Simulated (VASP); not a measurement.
Input:

```xyz
2
Lattice="0.0000 1.8127 1.8127 1.8127 0.0000 1.8127 1.8127 1.8127 0.0000" Properties=species:S:1:pos:R:3 pbc="T T T"
B      0.0000     0.0000     0.0000
N      0.9064     0.9064     0.9064
```

All values below come from PBE GGA, VASP's PBE PAW potentials (set 64) (plane waves; VASP). Run with 520 eV cut-off, 12×12×12 Γ-centred mesh, Gaussian smearing of 0.010 eV, potentials B N.

### Question
Give the electronic dielectric tensor ε∞ (DFPT, local fields included).

### Answer

```
4.61  0.00  0.00
0.00  4.61  0.00
0.00  0.00  4.61
```

### Question
Give the Born effective charges.

### Answer

```tsv
atom	Z*xx	Z*yy	Z*zz	mean
B1	1.91	1.91	1.91	1.91
N2	-1.91	-1.91	-1.91	-1.91
```

### Question
And the static tensor with the ions free?

### Answer

```
6.95  0.00  0.00
0.00  6.95  0.00
0.00  0.00  6.95
```

### Question
Which frequencies do the optical Γ-point modes have (no LO-TO splitting)?

### Answer
1029 (×3) cm⁻¹.

The piezoelectric tensor e of the same run, ions relaxed (C/m²):

```
     xx    yy    zz     yz     xz     xy
-  ----  ----  ----  -----  -----  -----
x  0.00  0.00  0.00  -0.89   0.00   0.00
y  0.00  0.00  0.00   0.00  -0.89   0.00
z  0.00  0.00  0.00   0.00   0.00  -0.89
```

The compound is BN in the zinc blende structure. It was relaxed first.
